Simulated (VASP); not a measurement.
Level of theory: LDA (Ceperley-Alder, Perdew-Zunger), VASP's LDA PAW potentials (set 64) (plane waves; VASP).

A VASP calculation is set up with these files.

KPOINTS:
```
K-points
0
Gamma
6 6 8
0 0 0
```

INCAR:
```
# general
SYSTEM  =  MgH2
PREC    =  Accurate
ENCUT   =  400
LREAL   =  .False.
LASPH   =  .True.

# electronic loop
EDIFF   =  1E-7
NELM    =  100
ALGO    =  Normal

# smearing
ISMEAR  =  -5

# ions
ISIF    =  2

# output
LWAVE   =  .False.
LCHARG  =  .True.
LORBIT  =  11
NEDOS   =  601

# other
LEFG    =  .True.
```

### POSCAR
```
MgH2
1
    4.4005587947     0.0000000000     0.0000000000
   -0.0000000000     4.4005587947     0.0000000000
    0.0000000000     0.0000000000     2.9599468154
Mg H
2 4
Direct
  0.0000000000   0.0000000000   0.0000000000
  0.5000000000   0.5000000000   0.5000000000
  0.3039021333   0.3039021333   0.0000000000
  0.8039021333   0.1960978667   0.5000000000
  0.1960978667   0.8039021333   0.5000000000
  0.6960978667   0.6960978667   0.0000000000
```

POTCAR, in this order: Mg H (LDA.64 set). Program: vasp_std.

The run wrote:

OUTCAR:
```
 ion  position               nearest neighbor table
   1  0.000  0.000  0.000-   3 1.89   6 1.89   5 1.92   4 1.92   4 1.92   5 1.92   2 3.45   2 3.45
                             2 3.45   2 3.45   2 3.45   2 3.45   2 3.45   2 3.45
   2  0.500  0.500  0.500-   4 1.89   5 1.89   3 1.92   6 1.92   3 1.92   6 1.92   1 3.45   1 3.45
                             1 3.45   1 3.45   1 3.45   1 3.45   1 3.45   1 3.45
   3  0.304  0.304  0.000-   1 1.89   2 1.92   2 1.92
   4  0.804  0.196  0.500-   2 1.89   1 1.92   1 1.92
   5  0.196  0.804  0.500-   2 1.89   1 1.92   1 1.92
   6  0.696  0.696  0.000-   1 1.89   2 1.92   2 1.92
  LATTYP: Found a simple tetragonal cell.
 ALAT       =     4.4005587947
 C/A-ratio  =     0.6726297621
 Subroutine PRICEL returns:
 Original cell was already a primitive cell.
 Subroutine GETGRP returns: Found 16 space group operations
The static configuration has the point symmetry D_2h.
 The point group associated with its full space group is D_4h.
The dynamic configuration has the point symmetry D_2h.
 Subroutine INISYM returns: Found 16 space group operations
 Subroutine IBZKPT returns following result:
 Found     50 irreducible k-points:

 Following reciprocal coordinates:
            Coordinates               Weight
  0.000000  0.000000  0.000000      1.000000
...
```

### OSZICAR
```
       N       E                     dE             d eps       ncg     rms          rms(c)
DAV:   1    -0.376901760433E+01   -0.37690E+01   -0.27861E+03   816   0.604E+02
DAV:   2    -0.198007134271E+02   -0.16032E+02   -0.15606E+02  1112   0.748E+01
DAV:   3    -0.202391407596E+02   -0.43843E+00   -0.43843E+00  1016   0.167E+01
DAV:   4    -0.202398592795E+02   -0.71852E-03   -0.71852E-03  1064   0.688E-01
DAV:   5    -0.202398610908E+02   -0.18113E-05   -0.18113E-05  1072   0.269E-02    0.654E+00
DAV:   6    -0.192451857999E+02    0.99468E+00   -0.80154E-01   864   0.510E+00    0.334E+00
DAV:   7    -0.188787717884E+02    0.36641E+00   -0.10403E+00   856   0.607E+00    0.459E-01
DAV:   8    -0.188805723730E+02   -0.18006E-02   -0.11147E-02   912   0.807E-01    0.109E-01
DAV:   9    -0.188801723839E+02    0.39999E-03   -0.98575E-04  1040   0.183E-01    0.127E-02
DAV:  10    -0.188801730649E+02   -0.68100E-06   -0.17622E-05   976   0.338E-02    0.711E-03
DAV:  11    -0.188801728477E+02    0.21714E-06   -0.14710E-06   976   0.647E-03    0.724E-04
DAV:  12    -0.188801728358E+02    0.11989E-07   -0.35372E-08   552   0.148E-03
   1 F= -.18880173E+02 E0= -.18880173E+02  d E =0.000000E+00
```

### OUTCAR
```
------------------------ aborting loop because EDIFF is reached ----------------------------------------
  FORCE on cell =-STRESS in cart. coord.  units (eV):
  Direction    XX          YY          ZZ          XY          YZ          ZX
  --------------------------------------------------------------------------------------
  Total       -0.0041985     -0.0041985      0.0429956      0.0000000      0.0000000      0.0000000
  in kB       -0.1173563     -0.1173563      1.2018089      0.0000000      0.0000000      0.0000000
  external PRESSURE =       0.3223654 kB  Pullay stress =       0.0000000 kB
  volume of cell :       57.32
      direct lattice vectors                 reciprocal lattice vectors
     4.400558795  0.000000000  0.000000000     0.227243868  0.000000000  0.000000000
     0.000000000  4.400558795  0.000000000     0.000000000  0.227243868  0.000000000
     0.000000000  0.000000000  2.959946815     0.000000000  0.000000000  0.337843908
 POSITION                                       TOTAL-FORCE (eV/Angst)
 -----------------------------------------------------------------------------------
      0.00000      0.00000      0.00000         0.000000     -0.000000     -0.000000
      2.20028      2.20028      1.47997         0.000000     -0.000000     -0.000000
      1.33734      1.33734      0.00000         0.011322      0.011322     -0.000000
      3.53762      0.86294      1.47997         0.011322     -0.011322      0.000000
      0.86294      3.53762      1.47997        -0.011322      0.011322     -0.000000
      3.06322      3.06322      0.00000        -0.011322     -0.011322      0.000000
 -----------------------------------------------------------------------------------
    total drift:                               -0.000000      0.000000     -0.000000
  FREE ENERGIE OF THE ION-ELECTRON SYSTEM (eV)
  ---------------------------------------------------
  free  energy   TOTEN  =       -18.8801728358 eV

  energy  without entropy=      -18.8801728358  energy(sigma->0) =      -18.88017284

 total charge

# of ion       s       p       d       tot
------------------------------------------
    1        0.166   0.173   0.045   0.384
    2        0.166   0.173   0.045   0.384
    3        0.562   0.002   0.000   0.565
    4        0.562   0.002   0.000   0.565
    5        0.562   0.002   0.000   0.565
    6        0.562   0.002   0.000   0.565
--------------------------------------------------
tot          2.582   0.355   0.090   3.028

 Electric field gradients after diagonalization (V/A^2)
 (convention: |V_zz| > |V_xx| > |V_yy|)
----------------------------------------------------------------------
 ion       V_xx      V_yy      V_zz     asymmetry (V_yy - V_xx)/ V_zz
----------------------------------------------------------------------
   1      -5.523    -1.232     6.756       0.635
   2      -5.523    -1.232     6.756       0.635
   3       4.746     1.093    -5.839       0.626
   4       4.746     1.093    -5.839       0.626
   5       4.746     1.093    -5.839       0.626
   6       4.746     1.093    -5.839       0.626
```
(Selected blocks of OUTCAR.)

The compound is MgH2 in the rutile structure. It was relaxed first, which changed the volume by -7 %.
